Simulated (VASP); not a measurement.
Input:

```
Ho
1.0
    1.78092    -3.08464     0.00000
    1.78092     3.08464     0.00000
    0.00000     0.00000     5.45736
Ho
2
Direct
  0.33333   0.66667   0.25000
  0.66667   0.33333   0.75000
```

All values below come from PBE GGA with D3 dispersion (zero damping), VASP's PBE PAW potentials (set 64) (plane waves; VASP). Settings: 520 eV cut-off, Gaussian smearing of 0.050 eV, potentials Ho_3.

The 4f electrons are frozen in the core of the lanthanide potential, so 4f levels, which can set the real gap, and their magnetism are missing.

Question: Give the energies of bands 7 to 12 at the high-symmetry points, in eV from the Fermi level.

Answer: 
```csv
band,Γ,M,K,A,L,H
7,-5.36,-2.02,-0.95,-3.65,-2.00,-0.60
8,-2.23,-1.47,-0.79,-3.65,-2.00,-0.60
9,1.45,-0.95,-0.79,1.15,0.11,-0.43
10,1.88,-0.02,-0.47,1.15,0.11,-0.43
11,1.88,1.48,1.28,1.75,1.70,0.59
12,2.51,1.77,1.28,1.75,1.70,0.59
```

It has no gap at this level: it comes out as a metal or semimetal.

The compound is Ho in the hcp structure. It was relaxed first.
